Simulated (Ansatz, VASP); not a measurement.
## Cu2NiO3 in VASP and in Ansatz

```xyz
6
Lattice="5.2555 0.0000 0.0000 -2.6278 4.5514 0.0000 0.0000 0.0000 2.6979" Properties=species:S:1:pos:R:3 pbc="T T T"
Cu    0.0000    3.0343    0.0000
Cu    2.6278    1.5171    0.0000
Ni    0.0000    0.0000    0.0000
O     2.6278    0.0000    1.3490
O    -1.3139    2.2757    1.3490
O     1.3139    2.2757    1.3490
```

Change from the starting cell: species swapped into the YCo3Ni2 type (P6/mmm, No. 191).

Alike in both runs: functional PBE; k mesh 6 × 6 × 6; occupations gaussian, width 0.1 eV; collinear spin.

Ansatz relaxed the structure, and its values are those at the end. VASP's run is a single point on that final structure, the one shown.

|  | VASP | Ansatz |
| --- | --- | --- |
| version | VASP 6.6.1 | Ansatz 0.2.0 |
| potentials or method | VASP PAW PBE potentials, release 64 (Cu, Ni, O) | scalar-relativistic, plane waves, PAW |
| plane-wave cutoff (eV) | 520 | 420 |
| valence electrons in the cell | 50 | 74 |

Ansatz gave:

* gap on the k mesh at the Fermi level (eV): none
* pressure (GPa): -0.3
* net moment per atom (μB): 0.25
* size of the moment on the site where the two differ most (μB): 1.08

What did VASP give for the same quantities?

gap on the k mesh at the Fermi level (eV): none; pressure (GPa): 0.1; net moment per atom (μB): 0.25; size of the moment on the site where the two differ most (μB): 1.06.

Site moments also hang on the region over which each program counts them. A gap of «none» marks a metal or a gap that the smearing closes. The two sets of potentials don't hold the same shells in valence.

Caveats: the k mesh is coarse (spacing up to 0.39 Å⁻¹), so the values aren't converged; semilocal functionals often make such compounds metallic where correlation or magnetic order opens a gap, which also shifts bond lengths.
